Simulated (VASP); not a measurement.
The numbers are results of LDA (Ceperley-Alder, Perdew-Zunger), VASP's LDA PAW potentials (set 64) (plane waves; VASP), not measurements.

VASP ran on this input.

KPOINTS:
```
Automatic
0
G
  7 7 7
0 0 0
```

INCAR:
```
SYSTEM = NaI
PREC = Accurate; ENCUT = 400; LREAL = .FALSE.
LASPH = .TRUE.
EDIFF = 1E-8; NELM = 100; ALGO = Normal
LMAXMIX = 4
ISMEAR = 0; SIGMA = 0.01
LWAVE = .FALSE.; LCHARG = .FALSE.
LEPSILON = .TRUE.
```

POSCAR:
```
NaI
4.4213970
  0.0000000000   0.7071067027   0.7071067027
  0.7071067027   0.0000000000   0.7071067027
  0.7071067027   0.7071067027   0.0000000000
Na I
1 1
Cart
  0.0000000000   0.0000000000   0.0000000000
  0.7071067027   0.7071067027   0.7071067027
```

POTCAR, in this order: Na_pv I (LDA.64 set). Program: vasp_std.

What VASP printed:

### OUTCAR
```
 ion  position               nearest neighbor table
   1  0.000  0.000  0.000-   2 3.13   2 3.13   2 3.13   2 3.13   2 3.13   2 3.13
   2  0.500  0.500  0.500-   1 3.13   1 3.13   1 3.13   1 3.13   1 3.13   1 3.13
  LATTYP: Found a face centered cubic cell.
 ALAT       =     6.2527989084
 Subroutine PRICEL returns:
 Original cell was already a primitive cell.
 Subroutine GETGRP returns: Found 48 space group operations
The static configuration has the point symmetry O_h .
The dynamic configuration has the point symmetry O_h .
 Subroutine INISYM returns: Found 48 space group operations
 Subroutine IBZKPT returns following result:
 Found     20 irreducible k-points:

 Following reciprocal coordinates:
            Coordinates               Weight
  0.000000  0.000000  0.000000      1.000000
  0.142857  0.000000  0.000000      8.000000
  0.285714  0.000000  0.000000      8.000000
  0.428571  0.000000  0.000000      8.000000
  0.142857  0.142857  0.000000      6.000000
  0.285714  0.142857  0.000000     24.000000
  0.428571  0.142857  0.000000     24.000000
 -0.428571  0.142857  0.000000     24.000000
 -0.285714  0.142857  0.000000     24.000000
 -0.142857  0.142857  0.000000     12.000000
  0.285714  0.285714  0.000000      6.000000
  0.428571  0.285714  0.000000     24.000000
 -0.428571  0.285714  0.000000     24.000000
 -0.285714  0.285714  0.000000     12.000000
  0.428571  0.428571  0.000000      6.000000
 -0.428571  0.428571  0.000000     12.000000
  0.428571  0.285714  0.142857     24.000000
 -0.428571  0.285714  0.142857     48.000000
 -0.428571  0.428571  0.142857     24.000000
 -0.285714  0.428571  0.142857     24.000000
 Subroutine IBZKPT_HF returns following result:
   k-points           NKPTS =     20   k-points in BZ     NKDIM =     20   number of bands    NBANDS=     11
   number of dos      NEDOS =    301   number of ions     NIONS =      2
   total plane-waves  NPLWV =  27000
...
```

### OUTCAR
```


 HEAD OF MICROSCOPIC STATIC DIELECTRIC TENSOR (INDEPENDENT PARTICLE, excluding Hartree and local field effects)
 ------------------------------------------------------
           4.093221    -0.000000     0.000000
           0.000000     4.093221     0.000000
          -0.000000    -0.000000     4.093221
 ------------------------------------------------------

 MACROSCOPIC STATIC DIELECTRIC TENSOR (including local field effects in DFT)
 ------------------------------------------------------
           3.639978     0.000000    -0.000000
           0.000000     3.639978     0.000000
           0.000000    -0.000000     3.639978
 ------------------------------------------------------

 PIEZOELECTRIC TENSOR (including local field effects)  for field in x, y, z        (e  Angst)
          XX          YY          ZZ          XY          YZ          ZX
  --------------------------------------------------------------------------------
  x     0.00000     0.00000     0.00000     0.00000     0.00000     0.00000
  y     0.00000     0.00000     0.00000     0.00000     0.00000     0.00000
  z     0.00000     0.00000     0.00000     0.00000     0.00000     0.00000

 PIEZOELECTRIC TENSOR (including local field effects)  for field in x, y, z        (C/m^2)
          XX          YY          ZZ          XY          YZ          ZX
  --------------------------------------------------------------------------------
  x     0.00000     0.00000     0.00000     0.00000     0.00000     0.00000
  y     0.00000     0.00000     0.00000     0.00000     0.00000     0.00000
  z     0.00000     0.00000     0.00000     0.00000     0.00000     0.00000

 BORN EFFECTIVE CHARGES (including local field effects) (in |e|, cummulative output)
 ---------------------------------------------------------------------------------
 ion    1
    1     1.16238     0.00000     0.00000
    2    -0.00000     1.16238     0.00000
    3     0.00000     0.00000     1.16238
 ion    2
    1    -1.16238    -0.00000     0.00000
    2     0.00000    -1.16238     0.00000
    3     0.00000     0.00000    -1.16238
```
(Selected blocks of OUTCAR.)

The structure comes from a computed database's NaI entry (Fm-3m); how it stands against other phases isn't given here. It was relaxed first, which changed the volume by -8 %.
